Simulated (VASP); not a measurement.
Method: PBE GGA, VASP's PBE PAW potentials (set 64) (plane waves; VASP).

A VASP calculation is set up with these files.

File POSCAR:
```
Ho
1
    1.7858309766    -3.0931500403     0.0000000000
    1.7858309766     3.0931500403     0.0000000000
    0.0000000000     0.0000000000     5.5003652845
Ho
2
Direct
  0.3333330000   0.6666670000   0.2500000000
  0.6666670000   0.3333330000   0.7500000000
```

KPOINTS:
```
Automatic
0
Gamma
 12 12 7
```

INCAR:
```
# general
SYSTEM   =  Ho
PREC     =  Accurate
ENCUT    =  520   # plane-wave cut-off (eV)
LREAL    =  .False.
LASPH    =  .True.   # aspherical one-centre terms

# electronic loop
EDIFF    =  1E-7   # SCF stop (eV)
NELM     =  100   # most electronic steps
ALGO     =  Normal
LMAXMIX  =  6

# smearing
ISMEAR   =  1   # Methfessel-Paxton
SIGMA    =  0.1   # width (eV)

# functional
GGA      =  PE

# ions
IBRION   =  2   # conjugate gradients
NSW      =  30
ISIF     =  4   # ions and shape, fixed volume
EDIFFG   =  -0.01   # ionic stop

# output
LWAVE    =  .False.
LCHARG   =  .False.
```

POTCAR, in this order: Ho_3 (PBE.64 set). Program: vasp_std.

Question: What will the output report for the number of irreducible k-points (NKPTS), largest plane-wave count, number of space-group operations, FFT grid (NGX, NGY, NGZ)?

Answer: 
```json
{
 "number of irreducible k-points (NKPTS)": "76",
 "largest_plane_wave_count": "1677",
 "number_of_space_group_operations": "24",
 "FFT grid (NGX, NGY, NGZ)": "28 × 28 × 42"
}
```

The compound is Ho in the hcp structure. This cell is one point of a volume scan, at 0.97 of the reference volume. Symmetry was kept, so distortions that lower it aren't found. The 4f electrons are frozen in the core of the lanthanide potential, so 4f levels, which can set the real gap, and their magnetism are missing.
